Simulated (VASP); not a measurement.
Output of a VASP run:

File OUTCAR:
```
 ion  position               nearest neighbor table
   1  0.000  0.000  0.000-   2 2.39   2 2.39   2 2.39   2 2.39
   2  0.250  0.250  0.250-   1 2.39   1 2.39   1 2.39   1 2.39
  LATTYP: Found a face centered cubic cell.
 ALAT       =     5.5182000000
 Subroutine PRICEL returns:
 Original cell was already a primitive cell.
 Subroutine GETGRP returns: Found 24 space group operations
The static configuration has the point symmetry T_d .
The dynamic configuration has the point symmetry T_d .
 Subroutine INISYM returns: Found 24 space group operations
 Subroutine IBZKPT returns following result:
 Found     29 irreducible k-points:

 Following reciprocal coordinates:
            Coordinates               Weight
  0.000000  0.000000  0.000000      1.000000
  0.125000  0.000000  0.000000      8.000000
  0.250000  0.000000  0.000000      8.000000
  0.375000  0.000000  0.000000      8.000000
  0.500000  0.000000  0.000000      4.000000
  0.125000  0.125000  0.000000      6.000000
  0.250000  0.125000  0.000000     24.000000
  0.375000  0.125000  0.000000     24.000000
  0.500000  0.125000  0.000000     24.000000
 -0.375000  0.125000  0.000000     24.000000
 -0.250000  0.125000  0.000000     24.000000
 -0.125000  0.125000  0.000000     12.000000
  0.250000  0.250000  0.000000      6.000000
  0.375000  0.250000  0.000000     24.000000
  0.500000  0.250000  0.000000     24.000000
 -0.375000  0.250000  0.000000     24.000000
 -0.250000  0.250000  0.000000     12.000000
  0.375000  0.375000  0.000000      6.000000
  0.500000  0.375000  0.000000     24.000000
 -0.375000  0.375000  0.000000     12.000000
  0.500000  0.500000  0.000000      3.000000
  0.375000  0.250000  0.125000     24.000000
  0.500000  0.250000  0.125000     48.000000
 -0.375000  0.250000  0.125000     24.000000
  0.500000  0.375000  0.125000     24.000000
 -0.375000  0.375000  0.125000     48.000000
 -0.250000  0.375000  0.125000     24.000000
 -0.375000  0.500000  0.125000     12.000000
 -0.250000  0.500000  0.250000      6.000000
   k-points           NKPTS =     29   k-points in BZ     NKDIM =     29   number of bands    NBANDS=     13
   number of dos      NEDOS =    301   number of ions     NIONS =      2
   total plane-waves  NPLWV =  21952
   dimension x,y,z NGX =    28 NGY =   28 NGZ =   28
   dimension x,y,z NGXF=    56 NGYF=   56 NGZF=   56
   ions per type =               1   1
   PREC   = accura    normal or accurate (medium, high low for compatibility)
   ISTART =      0    job   : 0-new  1-cont  2-samecut
   ICHARG =      2    charge: 1-file 2-atom 10-const
   ISPIN  =      1    spin polarized calculation?
   LNONCOLLINEAR =      F non collinear calculations
   LSORBIT =      F    spin-orbit coupling
   INIWAV =      1    electr: 0-lowe 1-rand  2-diag
   ENCUT  =  400.0 eV  29.40 Ry    5.42 a.u.   6.36  6.36  6.36*2*pi/ulx,y,z
   NELM   =    100;   NELMIN=  2; NELMDL= -5     # of ELM steps
   EDIFF  = 0.1E-05   stopping-criterion for ELM
   LREAL  =      F    real-space projection
   NLSPLINE    = F    spline interpolate recip. space projectors
   LMAXMIX     =    4 max onsite mixed and CHGCAR
   VOSKOWN=      0    Vosko Wilk Nusair interpolation
   EDIFFG = 0.1E-04   stopping-criterion for IOM
   NSW    =      0    number of steps for IOM
   NBLOCK =      1;   KBLOCK =      1    inner block; outer block
   IBRION =     -1    ionic relax: 0-MD 1-quasi-New 2-CG
   NFREE  =      0    steps in history (QN), initial steepest desc. (CG)
   ISIF   =      2    stress and relaxation
   ISYM   =      2    0-nonsym 1-usesym 2-fastsym
   TEIN   =    0.0    initial temperature
   TEBEG  =    0.0;   TEEND  =   0.0 temperature during run
   SMASS  =  -3.00    Nose mass-parameter (am)
   PSTRESS=    0.0 pullay stress
   NELECT =      18.0000    total number of electrons
   EFERMI =   0.00;   METHOD = LEGACY
   ISMEAR =     0;   SIGMA  =   0.05  broadening in eV -4-tet -1-fermi 0-gaus
   IALGO  =     38    algorithm
...
```

File OSZICAR:
```
       N       E                     dE             d eps       ncg     rms          rms(c)
DAV:   1     0.791375727467E+02    0.79138E+02   -0.78315E+03   754   0.134E+03
DAV:   2    -0.186698656375E+01   -0.81005E+02   -0.77333E+02   824   0.253E+02
DAV:   3    -0.720378632537E+01   -0.53368E+01   -0.53128E+01   939   0.683E+01
DAV:   4    -0.726677895973E+01   -0.62993E-01   -0.62975E-01   819   0.788E+00
DAV:   5    -0.726777898817E+01   -0.10000E-02   -0.10000E-02   939   0.972E-01    0.631E+00
DAV:   6    -0.685297536800E+01    0.41480E+00   -0.95688E-01  1122   0.355E+01    0.493E+00
DAV:   7    -0.683845693300E+01    0.14518E-01   -0.31389E-01   799   0.536E+00    0.253E+00
DAV:   8    -0.683793672658E+01    0.52021E-03   -0.55904E-03   854   0.676E-01    0.716E-01
DAV:   9    -0.683826697874E+01   -0.33025E-03   -0.98518E-04   870   0.327E-01    0.129E-01
DAV:  10    -0.683841814464E+01   -0.15117E-03   -0.18889E-04   829   0.134E-01    0.635E-02
DAV:  11    -0.683844102791E+01   -0.22883E-04   -0.39564E-05   857   0.883E-02    0.868E-03
DAV:  12    -0.683844254067E+01   -0.15128E-05   -0.32138E-06   854   0.255E-02    0.711E-03
DAV:  13    -0.683844236615E+01    0.17452E-06   -0.43657E-07   562   0.168E-02
   1 F= -.68384424E+01 E0= -.68384424E+01  d E =-.153838E-11
```

**OUTCAR**
```
------------------------ aborting loop because EDIFF is reached ----------------------------------------
  FORCE on cell =-STRESS in cart. coord.  units (eV):
  Direction    XX          YY          ZZ          XY          YZ          ZX
  --------------------------------------------------------------------------------------
  Total       -0.7042065     -0.7042065     -0.7042065     -0.0000000     -0.0000000     -0.0000000
  in kB      -26.8582862    -26.8582862    -26.8582862     -0.0000000     -0.0000000     -0.0000000
  external PRESSURE =     -26.8582862 kB  Pullay stress =       0.0000000 kB
  volume of cell :       42.01
      direct lattice vectors                 reciprocal lattice vectors
     0.000000000  2.759100000  2.759100000    -0.181218513  0.181218513  0.181218513
     2.759100000  0.000000000  2.759100000     0.181218513 -0.181218513  0.181218513
     2.759100000  2.759100000  0.000000000     0.181218513  0.181218513 -0.181218513
  FREE ENERGIE OF THE ION-ELECTRON SYSTEM (eV)
  ---------------------------------------------------
  free  energy   TOTEN  =        -6.8384423661 eV

  energy  without entropy=       -6.8384423661  energy(sigma->0) =       -6.83844237
```
(Selected blocks of OUTCAR.)

File POSCAR:
```
ZnS
1
    0.0000000000     2.7591000000     2.7591000000
    2.7591000000     0.0000000000     2.7591000000
    2.7591000000     2.7591000000     0.0000000000
Zn S
1 1
Direct
  0.0000000000   0.0000000000   0.0000000000
  0.2500000000   0.2500000000   0.2500000000
```

Task: Write an INCAR and KPOINTS that could have produced this output.

Result: Several could match; the one computed here: the input of the run itself, PBE GGA, plane waves, VASP's PBE PAW potentials (set 64).

### INCAR
```
# general
SYSTEM  = ZnS
PREC    = Accurate
ENCUT   = 400
LREAL   = .False.
LASPH   = .True.

# electronic loop
EDIFF   = 1E-6
NELM    = 100
ALGO    = Normal
LMAXMIX = 4

# smearing
ISMEAR  = 0
SIGMA   = 0.05

# functional
GGA     = PE

# ions
ISIF    = 2

# output
LWAVE   = .False.
LCHARG  = .False.
```

**KPOINTS**
```
Regular mesh
0
G
  8 8 8
```

POTCAR, in this order: Zn S (PBE.64 set). Program: vasp_std.

The compound is ZnS in the zinc blende structure. The cell was not relaxed at this level.
